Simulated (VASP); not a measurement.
Input:

```yaml
crystal:
  lattice:
    - [4.19100, 0.00000, 0.00000]
    - [-2.09550, 3.62951, 0.00000]
    - [0.00000, 0.00000, 6.88621]
  atoms:
    - { symbol: In, position: [0.33333, 0.66667, 0.00042] }
    - { symbol: In, position: [0.66667, 0.33333, 0.50042] }
    - { symbol: As, position: [0.33333, 0.66667, 0.37458] }
    - { symbol: As, position: [0.66667, 0.33333, 0.87458] }
```

All values below come from PBEsol GGA, VASP's PBE PAW potentials (set 64) (plane waves; VASP). Settings: 500 eV cut-off, 6×6×4 Γ-centred mesh, Gaussian smearing of 0.050 eV, potentials In_d As.

Unless said otherwise, spin-orbit coupling is left out, though it shifts the bands of the heavy elements here.

**Question.** What does the run give for the energy per atom (σ→0), pressure, band gap (on the k-mesh) with the smallest direct gap where there is one?

**Answer.** 
| Property | Result |
|---|---|
| band gap (on the k-mesh) | 0.05 eV |
| smallest direct gap (on the k-mesh) | 0.05 eV |
| energy per atom (σ→0) | -4.202 eV/atom |
| pressure | 4.98 GPa |

The absolute energy has meaning only against runs of the same code, potentials and settings.

The structure was generated: InAs was put into the wurtzite type (P6_3mc), which need not be its known phase. It was relaxed first under an external pressure of 5 GPa.
